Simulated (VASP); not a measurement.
Here is a VASP 6.6.1 calculation.

Contents of INCAR:

```
PREC = Accurate
ENCUT = 520
EDIFF = 1E-7
ISMEAR = 0
SIGMA = 0.1
LREAL = False
LASPH = True
NELM = 60
ALGO = Normal
ISIF = 2
LWAVE = False
LCHARG = True
GGA = PE
LELF = True
LVHAR = True
NBANDS = 26
```

KPOINTS

```
regular mesh
0
Gamma
  10 10 10
```

The input POSCAR:

```
Sr3N
1.0
    5.3148663361      0.0000000000      0.0000000000
    0.0000000000      5.3148663361      0.0000000000
    0.0000000000      0.0000000000      5.3148663361
Sr N
3 1
Direct
    0.0000000000      0.0000000000      0.5000000000
    0.5000000000      0.0000000000      0.0000000000
    0.0000000000      0.5000000000      0.0000000000
    0.0000000000      0.0000000000      0.0000000000
```

Potentials or basis: VASP PAW PBE potentials, release 64 (Sr_sv, N).

The run is started by

```bash
$ cat potpaw_PBE.64/Sr_sv/POTCAR potpaw_PBE.64/N/POTCAR > POTCAR
$ mpirun -np 1 vasp_std > vasp.out
```

(1) Predict the pressure.

(2) Predict the band gap on the k mesh.

Results:

(1) 0.1 GPa.

(2) none (metal or under the smearing width).
